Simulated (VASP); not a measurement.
NbSeN: density of states with r2SCAN

NbSeN:

```
CELL_PARAMETERS angstrom
3.67250 0.00000 0.00000
0.00000 3.67250 0.00000
0.00000 0.00000 6.37816
ATOMIC_POSITIONS crystal
Nb 0.00000 0.50000 0.82697
Nb 0.50000 0.00000 0.17303
Se 0.00000 0.50000 0.38148
Se 0.50000 0.00000 0.61852
N 0.00000 0.00000 0.00000
N 0.50000 0.50000 0.00000
```

The cell comes from a database or a generator and needn't be the stable form of this composition.

| Property | Result |
| --- | --- |
| Program | VASP 6.6.1 |
| Task | density of states |
| Functional | r2SCAN |
| Potentials or basis | VASP PAW PBE potentials, release 64 (Nb_pv, Se, N) |
| Cutoff | 520 eV |
| k mesh | 7 × 7 × 4 |
| Occupations | fermi-dirac, width 0.05 eV |
| Spin | no spin polarisation |
| Further INCAR settings | ALGO = Normal; EDIFF = 1.00e-06; NBANDS = 31 |

The pressure is -1.3 GPa and the largest force is 0.185 eV/Å. The band gap on the k mesh is none (metal or under the smearing width) and the valence electrons inside the program's atomic spheres are Nb 9.58; Se 3.92; N 3.77.

Forces in eV/Å, atoms in the order of the input:
```
Nb   0.000  0.000 -0.012
Nb   0.000  0.000  0.012
Se   0.000  0.000 -0.185
Se   0.000  0.000  0.185
N    0.000  0.000  0.000
N    0.000  0.000  0.000
```

Stress tensor (GPa, compression positive):
```
-0.96  0.00  0.00
 0.00 -0.96  0.00
 0.00  0.00 -1.86
```

Levels at points of the mesh, in eV from the Fermi level:
| k point | band 20 | band 21 | band 22 | band 23 | band 24 | band 25 |
| --- | --- | --- | --- | --- | --- | --- |
| (0.00, 0.00, 0.00) | -2.60 | -0.32 | 0.26 | 0.26 | 0.79 | 1.26 |
| (0.00, 0.00, 0.50) | -1.34 | -0.73 | -0.73 | -0.27 | 0.66 | 0.73 |

States per cell in windows of 0.5 eV (zero at the Fermi level; states under -8 eV left out):
```
from (eV)  total  Nb1_d  Nb2_d  Se3_p  Se4_p  N5_p  N6_p
     -8.0   0.00   0.00   0.00   0.00   0.00  0.00  0.00
     -7.5   0.51   0.05   0.05   0.04   0.04  0.05  0.05
     -7.0   1.54   0.13   0.13   0.15   0.15  0.13  0.13
     -6.5   2.24   0.22   0.22   0.18   0.18  0.23  0.23
     -6.0   2.71   0.36   0.36   0.14   0.14  0.35  0.35
     -5.5   1.45   0.19   0.19   0.08   0.08  0.18  0.18
     -5.0   1.44   0.15   0.15   0.16   0.16  0.12  0.12
     -4.5   1.91   0.19   0.19   0.22   0.22  0.17  0.17
     -4.0   2.21   0.23   0.23   0.21   0.21  0.24  0.24
     -3.5   1.36   0.15   0.15   0.16   0.16  0.12  0.12
     -3.0   2.07   0.23   0.23   0.20   0.20  0.26  0.26
     -2.5   1.79   0.23   0.23   0.12   0.12  0.28  0.28
     -2.0   1.60   0.19   0.19   0.22   0.22  0.12  0.12
     -1.5   1.37   0.16   0.16   0.20   0.20  0.10  0.10
     -1.0   1.36   0.12   0.12   0.23   0.23  0.10  0.10
     -0.5   0.33   0.05   0.05   0.05   0.05  0.02  0.02
      0.0   0.47   0.13   0.13   0.04   0.04  0.01  0.01
      0.5   1.56   0.58   0.58   0.04   0.04  0.02  0.02
      1.0   2.46   0.85   0.85   0.09   0.09  0.04  0.04
      1.5   1.58   0.52   0.52   0.07   0.07  0.03  0.03
      2.0   2.87   0.89   0.89   0.15   0.15  0.06  0.06
      2.5   2.09   0.69   0.69   0.12   0.12  0.03  0.03
      3.0   2.68   0.75   0.75   0.15   0.15  0.13  0.13
      3.5   1.58   0.39   0.39   0.08   0.08  0.12  0.12
      4.0   1.38   0.33   0.33   0.06   0.06  0.12  0.12
      4.5   1.21   0.29   0.29   0.04   0.04  0.13  0.13
      5.0   0.14   0.04   0.04   0.01   0.01  0.01  0.01
      5.5   0.00   0.00   0.00   0.00   0.00  0.00  0.00
      6.0   0.00   0.00   0.00   0.00   0.00  0.00  0.00
      6.5   0.00   0.00   0.00   0.00   0.00  0.00  0.00
```

Wall time 4.8 min on 1 thread of Intel(R) Xeon(R) Platinum 8259CL CPU @ 2.50GHz (Skylake/Cascade Lake) (shared host), peak memory 0.24 GiB.

Caveat: the PAW data sets were made with another functional, which shifts forces and pressure a little.
